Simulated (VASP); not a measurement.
An input for Ansatz (written as the equivalent of a VASP run, and not itself run):

Ansatz 0.2 input:
```yaml
crystal:
  lattice:
    - [0.0000000, 2.0767991, 2.0767991]
    - [2.0767991, 0.0000000, 2.0767991]
    - [2.0767991, 2.0767991, 0.0000000]
  atoms:
    - { symbol: Au, position: [0.0000000, 0.0000000, 0.0000000] }
kpoints:
  mp_grid: { grid: [14, 14, 14] }
hamiltonian:
  xc: pbe
  pseudopotentials: { kind: paw }
scf:
  occupations: { method: methfessel_paxton, width: 0.1 }
  max_iter: 100
relax:
  max_steps: 60
  f_tol: 0.01
  cell: {}
output: { forces: true, stress: true, eigenvalues: true }
```

### Question
Translate this input to VASP (INCAR, KPOINTS, POSCAR, choice of POTCAR).

### Answer
One answer among several that fit: 
**POSCAR**
```
Au
1
   -0.0000000000     2.0767990543     2.0767990543
    2.0767990543     0.0000000000     2.0767990543
    2.0767990543     2.0767990543    -0.0000000000
Au
1
Direct
  0.0000000000   0.0000000000   0.0000000000
```

**KPOINTS**
```
Automatic mesh
0
Gamma
14 14 14
0 0 0
```

### INCAR
```
! general
SYSTEM =Au
PREC   =Accurate
ENCUT  =400   ! plane-wave cut-off (eV)
LREAL  =.FALSE.
LASPH  =.TRUE.   ! aspherical one-centre terms

! electronic loop
EDIFF  =1E-6
NELM   =100   ! most electronic steps
ALGO   =Normal   ! blocked Davidson
LMAXMIX=6

! smearing
ISMEAR =1
SIGMA  =0.1

! functional
GGA    =PE   ! PBE

! ions
IBRION =2
NSW    =60   ! most ionic steps
ISIF   =3   ! ions, shape and volume
EDIFFG =-0.01   ! ionic stop

! output
LWAVE  =.FALSE.
LCHARG =.FALSE.
```

POTCAR, in this order: Au (PBE.64 set). Program: vasp_std.

Limits of the translation: each code has its own PAW files, so the cut-off isn't converted (ENCUT is set for VASP's; basis.ecutwfc is left out, and Ansatz then takes the one that its files recommend); Ansatz stops its SCF on the density residual and VASP on the energy change (EDIFF).

The compound is Au in the fcc structure. This run relaxes it. Symmetry was kept, so distortions that lower it aren't found. The start is the result of an earlier pass.
